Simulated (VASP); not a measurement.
Level of theory: PBEsol GGA, VASP's PBE PAW potentials (set 64) (plane waves; VASP 6.6.1).

The input files of a VASP run:

File POSCAR:
```
Ga
1
    2.1798205320    -3.7249104417     0.0000000000
    2.1798205320     3.7249104417     0.0000000000
    0.0000000000     0.0000000000     4.3823761951
Ga
4
Direct
  0.1549673198   0.8450326802   0.9165802154
  0.3450326802   0.6549673198   0.4165802154
  0.6549673198   0.3450326802   0.5834197846
  0.8450326802   0.1549673198   0.0834197846
```

File KPOINTS:
```
Automatic mesh
0
Gamma
8 8 7
0 0 0
```

**INCAR**
```
# general
SYSTEM =Ga
PREC   =Accurate
ENCUT  =500
LREAL  =.FALSE.
LASPH  =.TRUE.

# electronic loop
EDIFF  =1E-6
NELM   =100
ALGO   =Normal
LMAXMIX=4

# smearing
ISMEAR =1
SIGMA  =0.1

# functional
GGA    =PS

# ions
IBRION =2
NSW    =40
ISIF   =3
EDIFFG =-0.02
PSTRESS=100

# output
LWAVE  =.FALSE.
LCHARG =.FALSE.
```

POTCAR, in this order: Ga_d (PBE.64 set). Program: vasp_std.

Energy and stress use the plane-wave basis of the starting cell.

**Question.** What does the run give for the energy per atom (σ→0), volume per atom, band gap (on the k-mesh)?

**Answer.** 
```
Property                                                     Value
------------------------  ----------------------------------------
energy per atom (σ→0)                               -3.288 eV/atom
band gap (on the k-mesh)  none (metal, semimetal or under 0.01 eV)
volume per atom                                     16.86 Å^3/atom
```

OSZICAR:
```
...
       N       E                     dE             d eps       ncg     rms          rms(c)
DAV:   1    -0.131569249235E+02    0.75528E-02   -0.86657E-02  5922   0.392E+00    0.445E-01
DAV:   2    -0.131527370414E+02    0.41879E-02   -0.12666E-02  6300   0.164E+00    0.194E-01
DAV:   3    -0.131517302392E+02    0.10068E-02   -0.13351E-03  6500   0.470E-01    0.466E-02
DAV:   4    -0.131516127532E+02    0.11749E-03   -0.35172E-04  5763   0.209E-01    0.568E-03
DAV:   5    -0.131516142229E+02   -0.14698E-05   -0.30002E-05  6242   0.615E-02    0.170E-03
DAV:   6    -0.131516140575E+02    0.16540E-06   -0.43397E-06  4635   0.236E-02
   7 F= -.89430002E+01 E0= -.89430470E+01  d E =0.119898E-05
```

The compound is Ga in the alpha structure. This run relaxes it under an external pressure of 10 GPa. Symmetry was kept, so distortions that lower it aren't found.
